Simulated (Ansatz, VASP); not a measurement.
**Si in VASP and in Ansatz**

INCAR

```
SYSTEM = Si
PREC = Accurate
ENCUT = 520
EDIFF = 1E-7
ISMEAR = 0
SIGMA = 0.05
LREAL = .False.
LASPH = .True.
NELM = 60
ALGO = Normal
ISIF = 2
LWAVE = .False.
LCHARG = .True.
GGA = CA
LELF = .True.
LVHAR = .True.
NBANDS = 11
```

Contents of KPOINTS:

```
Automatic mesh
0
Gamma
  12 12 12
  0 0 0
```

File POSCAR:

```
Si
1.0
    0.0000000000      2.8090125298      2.7009735863
    2.8090125298      0.0000000000      2.7009735863
    2.8090125298      2.8090125298      0.0000000000
Si
2
Direct
    0.5088856848      0.4911143152      0.4911143152
    0.7411143152      0.7588856848      0.7588856848
```

Input for Ansatz:

```yaml
crystal:
  lattice:
    - [0.0, 2.8090125298, 2.7009735863]
    - [2.8090125298, 0.0, 2.7009735863]
    - [2.8090125298, 2.8090125298, 0.0]
  atoms:
    - { symbol: Si, position: [0.5088856848, 0.4911143152, 0.4911143152] }
    - { symbol: Si, position: [0.7411143152, 0.7588856848, 0.7588856848] }
basis:
  ecutwfc: 420
kpoints:
  mp_grid: { grid: [12, 12, 12] }
hamiltonian:
  xc: lda
scf:
  occupations: { method: gaussian, width: 0.05 }
output:
  forces: true
  stress: true
  eigenvalues: true
```

Change from the starting cell: mode 4 frozen in at -0.048 Å, equal normal strain along x and y +0.0400.

Alike in both runs: task single point; functional LDA; k mesh 12 × 12 × 12; occupations gaussian, width 0.05 eV; no spin polarisation.

|  | VASP | Ansatz |
| --- | --- | --- |
| version | VASP 6.6.1 | Ansatz 0.2.0 |
| potentials or method | VASP PAW LDA potentials, release 64 (Si) | scalar-relativistic, plane waves, PAW |
| plane-wave cutoff (eV) | 520 | 420 |
| valence electrons in the cell | 8 | 8 |

```csv
,VASP,Ansatz,Ansatz less VASP
gap on the k mesh at the Fermi level (eV),none,none,-
pressure (GPa),-6.1,-6.1,-0.02
largest component of the traceless stress (GPa),2.50,2.50,-0.006
rms of the force components (eV/Å),0.656,0.656,+0.0004
```

Atom by atom the forces differ by 0.000 eV/Å (rms over components). A gap of «none» marks a metal or a gap that the smearing closes.

Caveats: forces of over 1 eV/Å show positions far from the minimum, so gaps and moduli don't describe the material at rest.
